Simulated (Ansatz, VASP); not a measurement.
# Cross-check of HfSc (Hf-Sc stack, (100) layers) between VASP and Ansatz, part 2 of 2

Wanted: the spread between two codes on one cell, functional and k mesh. Of the first pair: The structure shown is the start of the Ansatz relaxation below; VASP solves that cell, so the two are compared at the walk's first step.

VASP 6.6.1 and Ansatz 0.2.0.

So far. Step 3 (VASP: single point, LDA, start cell, pair 1): The run ends at a pressure of -2.61 GPa, with forces up to 2.0 eV/Å. Step 6 (VASP: single point, LDA, relaxed cell, pair 2): The run ends at a pressure of 0.00 GPa, with forces up to 0.021 eV/Å.

**7. Differences**

What differs besides the data sets and the points named for the pairs above, as far as they apply: the data sets hold 37 valence electrons in Ansatz (on its PAW soft_1 files) and 21 in VASP. Total energies have different zeros and are not compared.

The largest component of a force difference here is 20 meV/Å. Where the cell holds vacuum, a pressure given here is an average over it and none of the material.

**8. Ansatz: relaxation, LDA**

The two programs are compared at the cell with which this relaxation starts, whose forces are those of its first step.

The structure compared here is the start of the Ansatz relaxation; VASP solves that cell, so the two are compared at the walk's first step.

The input, input.yaml:

```yaml
crystal:
  lattice:
    - [2.9684998476, 0.0, 0.0]
    - [0.0, 2.9684998476, 0.0]
    - [0.0, 0.0, 28.4434864415]
  atoms:
    - { symbol: Hf, position: [0.0, 0.0, 0.1982456346] }
    - { symbol: Sc, position: [0.5, 0.5, 0.2701125615] }
  periodic: [true, true, false]
kpoints:
  mp_grid: { grid: [10, 10, 1] }
hamiltonian:
  xc: lda
  pseudopotentials: { kind: paw, azcp: { folder: soft_1 }, xc_functional: pbe }
scf:
  occupations: { method: gaussian, width: 0.1 }
output:
  forces: true
  stress: true
  eigenvalues: true
  write_density: true
  write_potential: true
  elf: true
  volumetric_format: npy
relax:
  adjacent_minimum: "off"
  f_tol: 0.005
  max_steps: 80
  cell: { stress_2d_tol: 0.02 }
```

Command:

```sh
ansatz run input.yaml --threads 8 --pin off --max-ram 20480MiB --backend cpu --events-out ev --progress --plain --runs-dir out
```

Numbers of over 12 decimals in the logs are rounded to 6 here.

The log of the run:

```text
[...]
Crystal: 2 atoms, lattice volume = 250.644 Å³
Basis set: ecut = 420 eV, 4755 PW (Γ)
Bands: 23, of which v1, the nominal top of the filled ones, is band 19 counted from 1 (18 counted from 0)
Symmetry: 8 space group operations
[...]
k-points: 21 of 100
[...]
k-point 20: bands = [... 15 lower, -6.3793, -5.4529, -4.6894, -4.6894, -1.4545, -1.4545, -0.3947, 0.0296]
--- Relaxed structure (3 steps of the walk, 2 accepted, 1 SCFs on fresh bases) ---
[...]
cell:  # Å, volume = 250.7191 Å³
    - [2.968946, 0.0, 0]
    - [0.0, 2.968946, 0.0]
    - [0, 0.0, 28.4434864415]
  atoms:
    - { symbol: Hf, position: [0, 0.0, 0.198349] }
    - { symbol: Sc, position: [0.5, 0.5, 0.270009] }
[key lines of the parts left out:]
SCF converged after 8 iterations
Free energy (F): -17564.680322 eV
Fermi energy:    -3.928690 eV
P = ½ c Tr σ = 0.0028 N/m
```

**9. VASP: single point, LDA, start cell, pair 3**

The same cell, functional (in two slightly different forms), mesh and smearing now go to VASP, with its own data sets.

The input, INCAR:

```
SYSTEM = HfSc
PREC = Accurate
ENCUT = 400
EDIFF = 1E-06
NELM = 120
ISMEAR = 0
SIGMA = 0.1
LREAL = .FALSE.
ALGO = Normal
GGA = CA
NBANDS = 16
LASPH = .TRUE.
LORBIT = 11
LWAVE = .FALSE.
LCHARG = .FALSE.
ISIF = 2
LDIPOL = .TRUE.
IDIPOL = 3
DIPOL = 0.5 0.5 0.234
LVHAR = .TRUE.
GGA_COMPAT = .FALSE.
NELMDL = -8
KPAR = 2
```

The input, POSCAR:

```
HfSc
1.0
    2.9685000000      0.0000000000      0.0000000000
    0.0000000000      2.9685000000      0.0000000000
    0.0000000000      0.0000000000     28.4434860000
Hf Sc
1 1
Direct
    0.0000000000      0.0000000000      0.1982456370
    0.5000000000      0.5000000000      0.2701125664
```

The input, KPOINTS:

```
Automatic mesh
0
Gamma
10 10 1
0 0 0
```

The projector-augmented-wave data sets are Hf_pv and Sc_sv (LDA family, release 64).

Command:

```sh
mpirun -np 2 vasp_std
```

The log of the run:

```text
[... set-up lines as in an earlier step ...]
 entering main loop
       N       E                     dE             d eps       ncg     rms          rms(c)
DAV:   1     0.121801833164E+03    0.12180E+03   -0.98814E+03  1000   0.784E+02
DAV:   2    -0.118438698798E+02   -0.13365E+03   -0.13075E+03   968   0.293E+02
DAV:   3    -0.181633494772E+02   -0.63195E+01   -0.60841E+01  1016   0.626E+01
DAV:   4    -0.183714280659E+02   -0.20808E+00   -0.20764E+00   960   0.108E+01
[...]
DAV:  32    -0.155925530207E+02   -0.39488E-05   -0.24764E-07   552   0.373E-03    0.147E-03
DAV:  33    -0.155925547607E+02   -0.17400E-05   -0.46864E-07   512   0.228E-03    0.318E-03
DAV:  34    -0.155925554697E+02   -0.70901E-06   -0.20069E-07   496   0.151E-03
   1 F= -.15592555E+02 E0= -.15583139E+02  d E =-.188332E-01
```

From OUTCAR (step 9):

```text
  Total       -0.0460367     -0.0460367     -0.0698072      0.0000000      0.0000000      0.0000000
  in kB       -0.2942781     -0.2942781     -0.4462253      0.0000000      0.0000000      0.0000000
  external PRESSURE =      -0.3449272 kB  Pullay stress =       0.0000000 kB

 POSITION                                       TOTAL-FORCE (eV/Angst)
 -----------------------------------------------------------------------------------
      0.00000      0.00000      5.63880        -0.000000     -0.000000      0.019954
      1.48425      1.48425      7.68294         0.000000      0.000000     -0.019954
 -----------------------------------------------------------------------------------
    total drift:                               -0.000000      0.000000     -0.000775

  FREE ENERGIE OF THE ION-ELECTRON SYSTEM (eV)
  ---------------------------------------------------
  free  energy   TOTEN  =       -15.5925554697 eV

  energy  without entropy=      -15.5737223036  energy(sigma->0) =      -15.58313889

[... 3 further parts left out ...]
[key lines of the parts left out:]
E-fermi :  -2.4004
```

The run ends at a pressure of -0.03 GPa, with forces up to 0.020 eV/Å.

**10. Side by side**

What differs besides the data sets and the points named for the pairs above, as far as they apply: the data sets hold 37 valence electrons in Ansatz (on its PAW soft_1 files) and 21 in VASP. Total energies have different zeros and are not compared.

The largest component of a force difference here is 22 meV/Å. Where the cell holds vacuum, a pressure given here is an average over it and none of the material.

**11. Results**

```json
{
 "r.m.s. force difference (single point, LDA, start cell, pair 1)": "0.38 % of the r.m.s. force",
 "r.m.s. force difference (single point, LDA, relaxed cell, pair 2)": "12 meV/Å",
 "r.m.s. force difference (single point, LDA, start cell, pair 3)": "12 meV/Å"
}
```

The r.m.s. force difference is 12 meV/Å (single point, LDA, start cell, pair 3), at about the 12 meV/Å picked in this series as the mark of a large difference. The data sets hold unlike numbers of valence electrons (37 in Ansatz and 21 in VASP), so part of the differences may come from the potentials. What causes the difference of the single point, LDA, start cell, pair 3 pair stays open here. 2 further pairs of this series are not shown here. Such differences can come from data sets, numerical settings and the points named under the comparisons, not from the functional's error against experiment.

[Lines on the potential files, build, host, timing and source positions are cut from VASP's logs without a mark.]

[Logs are printed without paths, hosts, clocks, repeated set-up lines and the standing remarks that a program may print on its own settings, such as how far it seeks lower states.]

[Hosts, paths, dates, database ids (printed as entryN), source tags and the programs' standing remarks are cut or masked in the printed files.]
